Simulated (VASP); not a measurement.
Given:

```xyz
71
Lattice="9.6498 0.0000 0.0000 0.0000 9.6498 0.0000 0.0000 0.0000 9.7143" Properties=species:S:1:pos:R:3 pbc="T T T"
Sn     0.0000     0.0000     0.0000
Sn     2.4125     2.4125     1.6191
Sn     0.0000     0.0000     3.2381
Sn     2.4125     2.4125     4.8572
Sn     0.0000     0.0000     6.4762
Sn     2.4125     2.4125     8.0953
Sn     0.0000     4.8249     0.0000
Sn     2.4125     7.2374     1.6191
Sn     0.0000     4.8249     3.2381
Sn     2.4125     7.2374     4.8572
Sn     0.0000     4.8249     6.4762
Sn     2.4125     7.2374     8.0953
Sn     4.8249     0.0000     0.0000
Sn     7.2374     2.4125     1.6191
Sn     4.8249     0.0000     3.2381
Sn     7.2374     2.4125     4.8572
Sn     4.8249     0.0000     6.4762
Sn     7.2374     2.4125     8.0953
Sn     4.8635     4.7885     9.6995
Sn     7.2374     7.2374     1.6191
Sn     7.2374     7.2374     4.8572
Sn     4.8521     4.8683     6.4998
Sn     7.2374     7.2374     8.0953
O      1.4812     1.4812     0.0000
O      3.8937     0.9312     1.6191
O      0.9312     3.8937     1.6191
O      3.3437     3.3437     0.0000
O      1.4812     1.4812     3.2381
O      3.8937     0.9312     4.8572
O      0.9312     3.8937     4.8572
O      3.3765     3.3206     3.2045
O      1.4812     1.4812     6.4762
O      3.8937     0.9312     8.0953
O      0.9312     3.8937     8.0953
O      3.3437     3.3437     6.4762
O      1.4812     6.3062     0.0000
O      3.8690     5.7925     1.6377
O      0.9312     8.7186     1.6191
O      3.3437     8.1686     0.0000
O      1.4812     6.3062     3.2381
O      3.9394     5.7853     4.8553
O      0.9312     8.7186     4.8572
O      3.3437     8.1686     3.2381
O      1.4812     6.3062     6.4762
O      3.8937     5.7561     8.0953
O      0.9312     8.7186     8.0953
O      3.3437     8.1686     6.4762
O      6.3062     1.4812     0.0000
O      8.7186     0.9312     1.6191
O      5.7995     3.8889     1.6081
O      8.1686     3.3437     0.0000
O      6.3062     1.4812     3.2381
O      8.7186     0.9312     4.8572
O      5.7560     3.8738     4.8794
O      8.1686     3.3437     3.2381
O      6.3062     1.4812     6.4762
O      8.7186     0.9312     8.0953
O      5.7561     3.8937     8.0953
O      8.1686     3.3437     6.4762
O      6.3062     6.3062     0.0000
O      8.7186     5.7561     1.6191
O      5.7561     8.7186     1.6191
O      8.1686     8.1686     0.0000
O      6.2845     6.3014     3.2108
O      8.7186     5.7561     4.8572
O      5.7561     8.7186     4.8572
O      8.1686     8.1686     3.2381
O      6.3062     6.3062     6.4762
O      8.7186     5.7561     8.0953
O      5.7561     8.7186     8.0953
O      8.1686     8.1686     6.4762
```
Cell charge -1.

Computed with PBE GGA, VASP's PBE PAW potentials (set 64) (plane waves; VASP). Run with PREC = Normal, LREAL = Auto, ISYM = 0, NELECT = 381.0, EDIFF = 1E-5, 400 eV cut-off, 1×1×1 Γ-centred mesh, Gaussian smearing of 0.050 eV, potentials Sn O. Starting moments (MAGMOM): 71*0.0423. The cell's moment is fixed (NUPDOWN = 3).

The cell is charged, with a uniform compensating background. The supercell is sampled at Γ alone, which is coarse: total energies, pressure and levels can be off, energies of defects by several tenths of an eV.

Task: The ions are relaxed. Give the cell that the relaxation ends in.

Result: 
```xyz
71
Lattice="9.6498 0.0000 0.0000 0.0000 9.6498 0.0000 0.0000 0.0000 9.7143" Properties=species:S:1:pos:R:3 pbc="T T T"
Sn     0.0016     9.6491     0.0011
Sn     2.4263     2.4260     1.6344
Sn     0.0002     9.6486     3.2373
Sn     2.4283     2.4256     4.8406
Sn     0.0001     0.0004     6.4740
Sn     2.4105     2.4093     8.0948
Sn     9.6497     4.8252     9.7136
Sn     2.4172     7.2320     1.6243
Sn     0.0006     4.8219     3.2377
Sn     2.4125     7.2322     4.8507
Sn     0.0005     4.8233     6.4778
Sn     2.4178     7.2269     8.0945
Sn     4.8256     9.6482     9.7121
Sn     7.2337     2.4113     1.6245
Sn     4.8238     9.6486     3.2374
Sn     7.2342     2.4153     4.8506
Sn     4.8264     9.6484     6.4760
Sn     7.2286     2.4173     8.0952
Sn     4.8235     4.8249     0.0317
Sn     7.2238     7.2212     1.6321
Sn     7.2240     7.2219     4.8439
Sn     4.8284     4.8209     6.4460
Sn     7.2430     7.2417     8.0955
O      1.4811     1.4797     0.0085
O      3.9011     0.9360     1.6171
O      0.9352     3.8981     1.6168
O      3.3402     3.3343     9.7059
O      1.4552     1.4537     3.2376
O      3.8993     0.9334     4.8580
O      0.9380     3.8993     4.8579
O      3.3340     3.3357     3.2374
O      1.4812     1.4798     6.4662
O      3.8923     0.9331     8.0933
O      0.9352     3.8911     8.0965
O      3.3348     3.3402     6.4835
O      1.4430     6.3263     9.7034
O      3.8606     5.8186     1.5046
O      0.9369     8.7106     1.6099
O      3.3232     8.2047     9.7011
O      1.4479     6.3242     3.2384
O      3.8924     5.8506     4.9750
O      0.9366     8.7113     4.8655
O      3.3135     8.2112     3.2376
O      1.4413     6.3268     6.4869
O      3.8916     5.7527     8.0939
O      0.9345     8.7180     8.0939
O      3.3252     8.2016     6.4869
O      6.3278     1.4401     9.7025
O      8.7130     0.9352     1.6095
O      5.8440     3.8817     1.5023
O      8.2039     3.3235     9.7030
O      6.3276     1.4443     3.2367
O      8.7118     0.9361     4.8650
O      5.8104     3.8481     4.9729
O      8.2116     3.3136     3.2376
O      6.3275     1.4421     6.4864
O      8.7183     0.9331     8.0950
O      5.7545     3.8899     8.0971
O      8.2080     3.3199     6.4882
O      6.3129     6.3150     9.7013
O      8.7168     5.7528     1.6195
O      5.7523     8.7127     1.6191
O      8.1722     8.1695     0.0088
O      6.3144     6.3118     3.2387
O      8.7153     5.7504     4.8566
O      5.7553     8.7155     4.8563
O      8.1948     8.1918     3.2379
O      6.3188     6.3101     6.4889
O      8.7149     5.7556     8.0956
O      5.7580     8.7142     8.0938
O      8.1715     8.1700     6.4673
```
Cell charge -1. The cell ends with 3.00 μB, on the first 30 sites 0.00 -0.01 0.00 -0.01 0.00 0.00 0.00 0.00 0.00 -0.01 0.00 0.00 0.00 -0.01 0.00 0.00 0.00 0.00 -0.01 -0.01 -0.01 -0.01 0.00 0.01 0.01 0.01 0.01 0.01 0.01 0.01 μB.

Task: How much energy does the relaxation gain?

Result: The energy (σ→0) changes by -8.6 meV/atom, in 21 ionic steps.

The cell is a supercell with a defect, built from SnO2 (rutile): vac_Sn, charge -1.
